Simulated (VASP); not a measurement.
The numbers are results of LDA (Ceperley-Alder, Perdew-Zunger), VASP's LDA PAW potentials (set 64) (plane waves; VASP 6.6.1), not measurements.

VASP input:

**KPOINTS**
```
Automatic mesh
0
Gamma
14 14 14
0 0 0
```

File POSCAR:
```
CuZn
1.0
  2.8744246954   0.0000000000   0.0000000000
  0.0000000000   2.8744246954   0.0000000000
  0.0000000000   0.0000000000   2.8744246954
Zn Cu
1 1
Cartesian
  1.4372123477   1.4372123477   1.4372123477
  0.0000000000   0.0000000000   0.0000000000
```

### INCAR
```
PREC = Accurate
LCHARG = .True.
LWAVE = .False.
LASPH = .True.
ISMEAR = -5
NELM = 100
LORBIT = 11
EDIFF = 1E-7   # SCF stop (eV)
ISIF = 2
NEDOS = 601   # DOS grid
ENCUT = 520   # plane-wave cut-off (eV)
SYSTEM = CuZn
LMAXMIX = 4
LREAL = .False.
ALGO = Normal
```

POTCAR, in this order: Zn Cu (LDA.64 set). Program: vasp_std.

Output of the run:

OUTCAR:
```
 ion  position               nearest neighbor table
   1  0.500  0.500  0.500-   2 2.49   2 2.49   2 2.49   2 2.49   2 2.49   2 2.49   2 2.49   2 2.49
  LATTYP: Found a simple cubic cell.
 ALAT       =     2.8744246954
 Subroutine PRICEL returns:
 Original cell was already a primitive cell.
 Subroutine GETGRP returns: Found 48 space group operations
The static configuration has the point symmetry O_h .
The dynamic configuration has the point symmetry O_h .
 Subroutine INISYM returns: Found 48 space group operations
 Subroutine IBZKPT returns following result:
 Found    120 irreducible k-points:

 Following reciprocal coordinates:
            Coordinates               Weight
  0.000000  0.000000  0.000000      1.000000
  0.071429  0.000000  0.000000      6.000000
  0.142857  0.000000  0.000000      6.000000
  0.214286  0.000000  0.000000      6.000000
  0.285714  0.000000  0.000000      6.000000
  0.357143  0.000000  0.000000      6.000000
  0.428571  0.000000  0.000000      6.000000
  0.500000  0.000000  0.000000      3.000000
  0.071429  0.071429  0.000000     12.000000
  0.142857  0.071429  0.000000     24.000000
  0.214286  0.071429  0.000000     24.000000
  0.285714  0.071429  0.000000     24.000000
  0.357143  0.071429  0.000000     24.000000
  0.428571  0.071429  0.000000     24.000000
  0.500000  0.071429  0.000000     12.000000
  0.142857  0.142857  0.000000     12.000000
  0.214286  0.142857  0.000000     24.000000
  0.285714  0.142857  0.000000     24.000000
  0.357143  0.142857  0.000000     24.000000
  0.428571  0.142857  0.000000     24.000000
  0.500000  0.142857  0.000000     12.000000
  0.214286  0.214286  0.000000     12.000000
  0.285714  0.214286  0.000000     24.000000
  0.357143  0.214286  0.000000     24.000000
  0.428571  0.214286  0.000000     24.000000
...
```

OSZICAR:
```
       N       E                     dE             d eps       ncg     rms          rms(c)
DAV:   1     0.107477077829E+03    0.10748E+03   -0.11636E+04  3816   0.263E+03
DAV:   2    -0.506128641403E+01   -0.11254E+03   -0.10974E+03  3621   0.330E+02
DAV:   3    -0.801709726902E+01   -0.29558E+01   -0.29445E+01  4428   0.726E+01
DAV:   4    -0.803740174065E+01   -0.20304E-01   -0.20296E-01  4174   0.521E+00
DAV:   5    -0.803771040022E+01   -0.30866E-03   -0.30868E-03  4854   0.689E-01    0.103E+01
DAV:   6    -0.772538375096E+01    0.31233E+00   -0.17847E+01  3946   0.118E+02    0.593E+00
DAV:   7    -0.680892528936E+01    0.91646E+00   -0.40516E+00  3891   0.115E+02    0.259E+00
DAV:   8    -0.680512016416E+01    0.38051E-02   -0.18858E-01  4592   0.604E+00    0.140E+00
DAV:   9    -0.679323976509E+01    0.11880E-01   -0.17251E-02  4700   0.339E+00    0.936E-02
DAV:  10    -0.679320580999E+01    0.33955E-04   -0.61381E-04  5548   0.377E-01    0.325E-02
DAV:  11    -0.679320498849E+01    0.82150E-06   -0.30381E-05  4666   0.188E-01    0.785E-03
DAV:  12    -0.679320731661E+01   -0.23281E-05   -0.49879E-06  4802   0.662E-02    0.264E-03
DAV:  13    -0.679320674070E+01    0.57591E-06   -0.37603E-07  3728   0.167E-02    0.370E-04
DAV:  14    -0.679320672565E+01    0.15041E-07   -0.23802E-08  2269   0.220E-03
   1 F= -.67932067E+01 E0= -.67932067E+01  d E =0.000000E+00
```

**OUTCAR**
```
------------------------ aborting loop because EDIFF is reached ----------------------------------------
  FORCE on cell =-STRESS in cart. coord.  units (eV):
  Direction    XX          YY          ZZ          XY          YZ          ZX
  --------------------------------------------------------------------------------------
  Total        0.0221759      0.0221759      0.0221759     -0.0000000      0.0000000     -0.0000000
  in kB        1.4960282      1.4960282      1.4960282     -0.0000000      0.0000000     -0.0000000
  external PRESSURE =       1.4960282 kB  Pullay stress =       0.0000000 kB
  volume of cell :       23.75
      direct lattice vectors                 reciprocal lattice vectors
     2.874424695  0.000000000  0.000000000     0.347895703  0.000000000  0.000000000
     0.000000000  2.874424695  0.000000000     0.000000000  0.347895703  0.000000000
     0.000000000  0.000000000  2.874424695     0.000000000  0.000000000  0.347895703
 POSITION                                       TOTAL-FORCE (eV/Angst)
 -----------------------------------------------------------------------------------
      1.43721      1.43721      1.43721         0.000000      0.000000      0.000000
      0.00000      0.00000      0.00000         0.000000      0.000000      0.000000
 -----------------------------------------------------------------------------------
    total drift:                                0.000000      0.000000     -0.000000
  FREE ENERGIE OF THE ION-ELECTRON SYSTEM (eV)
  ---------------------------------------------------
  free  energy   TOTEN  =        -6.7932067257 eV

  energy  without entropy=       -6.7932067257  energy(sigma->0) =       -6.79320673

 total charge

# of ion       s       p       d       tot
------------------------------------------
    1        0.606   0.588   9.748  10.942
    2        0.453   0.436   9.192  10.081
--------------------------------------------------
tot          1.058   1.024  18.940  21.023
```
(Selected blocks of OUTCAR.)

For a metal the tetrahedron method with Blöchl corrections gives inexact stress and forces.

The compound is CuZn in the CsCl type structure. It was relaxed first, which changed the volume by -7 %. The electron count is odd and the run is not spin-polarised, which forces a metal.
